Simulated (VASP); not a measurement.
These are PBE GGA, VASP's PBE PAW potentials (set 64) (plane waves; VASP) values and carry that method's errors.

VASP input:

File KPOINTS:
```
Regular mesh
0
gamma
 5 5 1
0 0 0
```

### INCAR
```
SYSTEM = WSi2
PREC = Accurate; ENCUT = 300; LREAL = .False.
LASPH = .True.
EDIFF = 1E-6; NELM = 100; ALGO = Normal
LMAXMIX = 6
ISMEAR = 1; SIGMA = 0.3
GGA = PE
ISIF = 2
LWAVE = .False.; LCHARG = .False.
DIPOL = 0.5 0.5 0.5
LDIPOL = .True.; IDIPOL = 3
```

File POSCAR:
```
WSi2
1
    3.1779000000     0.0000000000     0.0000000000
    0.0000000000     3.1779000000     0.0000000000
    0.0000000000     0.0000000000    30.3680000000
Si W
8 4
Direct
  0.5000000000   0.5000000000   0.2634350000
  0.0000000000   0.0000000000   0.3072680000
  0.0000000000   0.0000000000   0.3923540000
  0.5000000000   0.5000000000   0.4361860000
  0.5000000000   0.5000000000   0.5212720000
  0.0000000000   0.0000000000   0.5651050000
  0.0000000000   0.0000000000   0.6501910000
  0.5000000000   0.5000000000   0.6940230000
  0.0000000000   0.0000000000   0.4787280000
  0.5000000000   0.5000000000   0.3498090000
  0.0000000000   0.0000000000   0.7365650000
  0.5000000000   0.5000000000   0.6076460000
```

POTCAR, in this order: Si W_sv (PBE.64 set). Program: vasp_std.

What VASP printed:

File OSZICAR:
```
       N       E                     dE             d eps       ncg     rms          rms(c)
DAV:   1     0.630824250537E+03    0.63082E+03   -0.38815E+04   752   0.105E+03
DAV:   2    -0.616589092692E+02   -0.69248E+03   -0.67975E+03   720   0.347E+02
DAV:   3    -0.986151373707E+02   -0.36956E+02   -0.36347E+02   808   0.761E+01
DAV:   4    -0.999975053882E+02   -0.13824E+01   -0.13711E+01   864   0.146E+01
DAV:   5    -0.100036743933E+03   -0.39239E-01   -0.38964E-01   864   0.251E+00    0.490E+01
DAV:   6    -0.269060246112E+03   -0.16902E+03   -0.15531E+03  1040   0.876E+01    0.559E+01
DAV:   7    -0.308198979026E+03   -0.39139E+02   -0.77571E+03  1028   0.130E+02    0.696E+01
DAV:   8    -0.156513656324E+03    0.15169E+03   -0.16826E+03   856   0.107E+02    0.430E+01
DAV:   9    -0.175634974307E+03   -0.19121E+02   -0.58550E+02   864   0.698E+01    0.306E+01
DAV:  10    -0.114779485789E+03    0.60855E+02   -0.22214E+02   888   0.464E+01    0.158E+01
DAV:  11    -0.101444746954E+03    0.13335E+02   -0.11419E+02   808   0.245E+01    0.998E+00
DAV:  12    -0.103946424891E+03   -0.25017E+01   -0.24628E+01   832   0.149E+01    0.105E+01
DAV:  13    -0.103419478291E+03    0.52695E+00   -0.25481E+00   872   0.515E+00    0.996E+00
DAV:  14    -0.101764274561E+03    0.16552E+01   -0.76134E-01   832   0.261E+00    0.875E+00
DAV:  15    -0.984301972315E+02    0.33341E+01   -0.98340E+00   864   0.608E+00    0.552E+00
DAV:  16    -0.984967560117E+02   -0.66559E-01   -0.65148E-01   768   0.262E+00    0.552E+00
DAV:  17    -0.976296781823E+02    0.86708E+00   -0.42577E-01   744   0.219E+00    0.443E+00
DAV:  18    -0.965597843510E+02    0.10699E+01   -0.60703E-01   744   0.203E+00    0.323E+00
DAV:  19    -0.963440189627E+02    0.21577E+00   -0.55213E-02   880   0.844E-01    0.313E+00
DAV:  20    -0.959650746218E+02    0.37894E+00   -0.10264E-01   696   0.816E-01    0.268E+00
DAV:  21    -0.953660178245E+02    0.59906E+00   -0.27214E-01   752   0.169E+00    0.204E+00
DAV:  22    -0.952434971534E+02    0.12252E+00   -0.45744E-02   824   0.650E-01    0.188E+00
DAV:  23    -0.951777512539E+02    0.65746E-01   -0.83905E-03   800   0.342E-01    0.183E+00
DAV:  24    -0.948495840406E+02    0.32817E+00   -0.18672E-01   696   0.954E-01    0.142E+00
DAV:  25    -0.948506395491E+02   -0.10555E-02   -0.14433E-02   792   0.341E-01    0.140E+00
DAV:  26    -0.948259123973E+02    0.24727E-01   -0.21593E-03   744   0.181E-01    0.132E+00
DAV:  27    -0.947392482813E+02    0.86664E-01   -0.76056E-02   776   0.101E+00    0.914E-01
DAV:  28    -0.946009455444E+02    0.13830E+00   -0.83004E-02   720   0.897E-01    0.890E-01
DAV:  29    -0.945972135774E+02    0.37320E-02   -0.82057E-03   740   0.281E-01    0.793E-01
DAV:  30    -0.945585607988E+02    0.38653E-01   -0.13977E-02   704   0.338E-01    0.700E-01
DAV:  31    -0.945269317618E+02    0.31629E-01   -0.48890E-02   776   0.683E-01    0.479E-01
DAV:  32    -0.945059557458E+02    0.20976E-01   -0.10937E-02   736   0.344E-01    0.384E-01
DAV:  33    -0.945000468308E+02    0.59089E-02   -0.80400E-03   760   0.358E-01    0.680E-01
DAV:  34    -0.944734038011E+02    0.26643E-01   -0.45813E-02   684   0.392E-01    0.484E-01
DAV:  35    -0.944732153057E+02    0.18850E-03   -0.21074E-03   768   0.140E-01    0.487E-01
DAV:  36    -0.944722555481E+02    0.95976E-03   -0.65201E-04   752   0.568E-02    0.451E-01
DAV:  37    -0.944719395040E+02    0.31604E-03   -0.31739E-04   728   0.550E-02    0.426E-01
DAV:  38    -0.944719556757E+02   -0.16172E-04   -0.98033E-03   748   0.323E-01    0.235E-01
DAV:  39    -0.944714196359E+02    0.53604E-03   -0.23386E-03   720   0.143E-01    0.184E-01
DAV:  40    -0.944715853818E+02   -0.16575E-03   -0.75383E-04   744   0.789E-02    0.116E-01
DAV:  41    -0.944713080584E+02    0.27732E-03   -0.12236E-03   716   0.115E-01    0.954E-02
DAV:  42    -0.944719562162E+02   -0.64816E-03   -0.10699E-03   704   0.118E-01    0.158E-01
DAV:  43    -0.944718128831E+02    0.14333E-03   -0.21678E-04   728   0.509E-02    0.150E-01
DAV:  44    -0.944717063605E+02    0.10652E-03   -0.12913E-04   720   0.371E-02    0.122E-01
DAV:  45    -0.944715953720E+02    0.11099E-03   -0.18093E-04   768   0.490E-02    0.907E-02
DAV:  46    -0.944715401287E+02    0.55243E-04   -0.98628E-05   776   0.362E-02    0.650E-02
DAV:  47    -0.944715253461E+02    0.14783E-04   -0.10202E-04   680   0.322E-02    0.508E-02
DAV:  48    -0.944715876467E+02   -0.62301E-04   -0.10356E-04   732   0.307E-02    0.305E-02
DAV:  49    -0.944715923301E+02   -0.46834E-05   -0.61636E-05   652   0.238E-02    0.275E-02
DAV:  50    -0.944716094162E+02   -0.17086E-04   -0.28551E-05   688   0.140E-02    0.172E-02
DAV:  51    -0.944716178792E+02   -0.84630E-05   -0.13672E-05   588   0.113E-02    0.156E-02
DAV:  52    -0.944716276818E+02   -0.98026E-05   -0.43178E-06   540   0.616E-03    0.114E-02
DAV:  53    -0.944716332414E+02   -0.55595E-05   -0.11931E-06   512   0.354E-03    0.946E-03
DAV:  54    -0.944716376606E+02   -0.44192E-05   -0.14345E-06   472   0.459E-03    0.634E-03
DAV:  55    -0.944716423598E+02   -0.46992E-05   -0.13605E-06   492   0.439E-03    0.547E-03
DAV:  56    -0.944716400450E+02    0.23148E-05   -0.57255E-07   408   0.255E-03    0.403E-03
DAV:  57    -0.944716418145E+02   -0.17695E-05   -0.10748E-07   376   0.118E-03    0.345E-03
DAV:  58    -0.944716451281E+02   -0.33136E-05   -0.11178E-06   484   0.316E-03    0.981E-04
DAV:  59    -0.944716459873E+02   -0.85921E-06   -0.13772E-07   364   0.115E-03
   1 F= -.94471646E+02 E0= -.94464632E+02  d E =-.210412E-01
```

**OUTCAR**
```
------------------------ aborting loop because EDIFF is reached ----------------------------------------
  FORCE on cell =-STRESS in cart. coord.  units (eV):
  Direction    XX          YY          ZZ          XY          YZ          ZX
  --------------------------------------------------------------------------------------
  Total        1.8329763      1.8329763      4.3547909      0.0000000      0.0000000      0.0000000
  in kB        9.5757056      9.5757056     22.7499920      0.0000000      0.0000000      0.0000000
  external PRESSURE =      13.9671344 kB  Pullay stress =       0.0000000 kB
  volume of cell :      306.69
      direct lattice vectors                 reciprocal lattice vectors
     3.177900000  0.000000000  0.000000000     0.314673212  0.000000000  0.000000000
     0.000000000  3.177900000  0.000000000     0.000000000  0.314673212  0.000000000
     0.000000000  0.000000000 30.368000000     0.000000000  0.000000000  0.032929399
 POSITION                                       TOTAL-FORCE (eV/Angst)
 -----------------------------------------------------------------------------------
      1.58895      1.58895      7.99999         0.000000      0.000000     -0.349016
      0.00000      0.00000      9.33111         0.000000      0.000000     -0.788162
      0.00000      0.00000     11.91501         0.000000      0.000000      0.191319
      1.58895      1.58895     13.24610         0.000000     -0.000000     -0.217380
      1.58895      1.58895     15.82999         0.000000      0.000000      0.244314
      0.00000      0.00000     17.16111         0.000000      0.000000     -0.256760
      0.00000      0.00000     19.74500        -0.000000      0.000000      0.902557
      1.58895      1.58895     21.07609         0.000000      0.000000      1.210028
      0.00000      0.00000     14.53801         0.000000      0.000000      0.168060
      1.58895      1.58895     10.62300         0.000000      0.000000      0.437170
      0.00000      0.00000     22.36801         0.000000      0.000000     -1.401444
      1.58895      1.58895     18.45299         0.000000      0.000000     -0.140687
 -----------------------------------------------------------------------------------
    total drift:                                0.000000      0.000000     -0.000752
  FREE ENERGIE OF THE ION-ELECTRON SYSTEM (eV)
  ---------------------------------------------------
  free  energy   TOTEN  =       -94.4716459873 eV

  energy  without entropy=      -94.4506047424  energy(sigma->0) =      -94.46463224
```
(Selected blocks of OUTCAR.)

At this cut-off the stress carries a Pulay error, which pulls relaxed volumes low. The cell holds a wide vacuum, so values per volume refer to the whole cell.

The cell is a sheet with vacuum, built from a generated structure.
